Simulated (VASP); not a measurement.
Level of theory: PBEsol GGA, VASP's PBE PAW potentials (set 64) (plane waves; VASP 6.6.1).

A VASP calculation is set up with these files.

File POSCAR:
```
SiGe
1
    3.9003054221     0.0000000000     0.0000000000
   -1.9501527111     3.3777636899     0.0000000000
   -0.0000000000     0.0000000000     6.4318608652
Si Ge
2 2
Direct
  0.6666670000   0.3333330000   0.8746014851
  0.3333330000   0.6666670000   0.3746014851
  0.6666670000   0.3333330000   0.5003985149
  0.3333330000   0.6666670000   0.0003985149
```

### INCAR
```
PREC = Accurate
SIGMA = 0.05   # width (eV)
LWAVE = .FALSE.
LCHARG = .FALSE.
LREAL = .FALSE.   # projection in real space or not
LASPH = .TRUE.
ISMEAR = 0
IBRION = 2   # conjugate gradients
LMAXMIX = 4   # l cut-off of mixed one-centre charges
ENCUT = 400   # plane-wave cut-off (eV)
ISIF = 3   # ions, shape and volume
NELM = 100
ALGO = Normal   # blocked Davidson
EDIFF = 1E-6   # SCF stop (eV)
GGA = PS
EDIFFG = -0.02   # ionic stop
SYSTEM = SiGe
NSW = 60   # most ionic steps
```

File KPOINTS:
```
kpoints
0
gamma
 6 6 3
```

POTCAR, in this order: Si Ge_d (PBE.64 set). Program: vasp_std.

The run wrote:

OSZICAR:
```
       N       E                     dE             d eps       ncg     rms          rms(c)
DAV:   1     0.240985573988E+03    0.24099E+03   -0.15853E+04   694   0.305E+03
DAV:   2     0.151111454572E+02   -0.22587E+03   -0.22129E+03   634   0.641E+02
DAV:   3    -0.203724635307E+02   -0.35484E+02   -0.35166E+02   748   0.162E+02
DAV:   4    -0.215676692512E+02   -0.11952E+01   -0.11942E+01   724   0.339E+01
DAV:   5    -0.215963585872E+02   -0.28689E-01   -0.28686E-01   810   0.556E+00    0.585E+00
DAV:   6    -0.213406466646E+02    0.25571E+00   -0.11793E-01   722   0.286E+00    0.343E+00
DAV:   7    -0.212129696767E+02    0.12768E+00   -0.21675E-01   670   0.319E+00    0.223E-01
DAV:   8    -0.212154160490E+02   -0.24464E-02   -0.18532E-02   780   0.165E+00    0.109E-01
DAV:   9    -0.212156246122E+02   -0.20856E-03   -0.38859E-04   788   0.210E-01    0.770E-02
DAV:  10    -0.212157381426E+02   -0.11353E-03   -0.13437E-04   744   0.110E-01    0.196E-02
DAV:  11    -0.212157533096E+02   -0.15167E-04   -0.17839E-05   698   0.305E-02    0.441E-03
DAV:  12    -0.212157549540E+02   -0.16445E-05   -0.21042E-06   624   0.158E-02    0.198E-03
DAV:  13    -0.212157551306E+02   -0.17654E-06   -0.23556E-07   452   0.468E-03
   1 F= -.21215755E+02 E0= -.21215755E+02  d E =-.212158E+02
```

File OUTCAR:
```
------------------------ aborting loop because EDIFF is reached ----------------------------------------
  FORCE on cell =-STRESS in cart. coord.  units (eV):
  Direction    XX          YY          ZZ          XY          YZ          ZX
  --------------------------------------------------------------------------------------
  Total       -0.0391978     -0.0391978      0.0406077      0.0000000     -0.0000000      0.0000000
  in kB       -0.7411526     -0.7411527      0.7678116      0.0000000     -0.0000000      0.0000000
  external PRESSURE =      -0.2381646 kB  Pullay stress =       0.0000000 kB
  volume of cell :       84.74
      direct lattice vectors                 reciprocal lattice vectors
     3.900305422  0.000000000  0.000000000     0.256390178  0.148026933  0.000000000
    -1.950152711  3.377763690  0.000000000     0.000000000  0.296053866  0.000000000
     0.000000000  0.000000000  6.431860865     0.000000000  0.000000000  0.155476000
 POSITION                                       TOTAL-FORCE (eV/Angst)
 -----------------------------------------------------------------------------------
      1.95015      1.12592      5.62532         0.000000     -0.000000      0.009421
     -0.00000      2.25184      2.40938        -0.000000     -0.000000      0.009421
      1.95015      1.12592      3.21849        -0.000000     -0.000000     -0.009421
     -0.00000      2.25184      0.00256         0.000000      0.000000     -0.009421
 -----------------------------------------------------------------------------------
    total drift:                                0.000104     -0.000060      0.000996
  FREE ENERGIE OF THE ION-ELECTRON SYSTEM (eV)
  ---------------------------------------------------
  free  energy   TOTEN  =       -21.2157551306 eV

  energy  without entropy=      -21.2157551131  energy(sigma->0) =      -21.21575512

 reached required accuracy - stopping structural energy minimisation
```
(Selected blocks of OUTCAR.)

The structure comes from a computed database's SiGe entry (P6_3mc); how it stands against other phases isn't given here. It was relaxed first. The start is the result of an earlier pass.
